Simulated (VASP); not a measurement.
Given:

```xyz
2
Lattice="0.0000 3.1054 3.1054 3.1054 0.0000 3.1054 3.1054 3.1054 0.0000" Properties=species:S:1:pos:R:3 pbc="T T T"
In     0.0000     0.0000     0.0000
As     1.5527     1.5527     1.5527
```

Level of theory: PBEsol GGA, VASP's PBE PAW potentials (set 64) (plane waves; VASP). Run with 520 eV cut-off, 10×10×10 Γ-centred mesh, first-order Methfessel-Paxton smearing of 0.10 eV, potentials In_d As.

Q: The job: InAs (zinc blende), 2 atoms, PBEsol, static run, 520 eV, 10×10×10 Γ-centred mesh. Roughly how much core time does it take on a busy server core?

A: About 20 core-seconds (one run on a shared machine, a rough figure). It had 47 irreducible k-points, 13 bands, up to 1639 plane waves and 13 electronic steps.

The compound is InAs in the zinc blende structure. This cell is one point of a volume scan, at 1.06 of the reference volume.
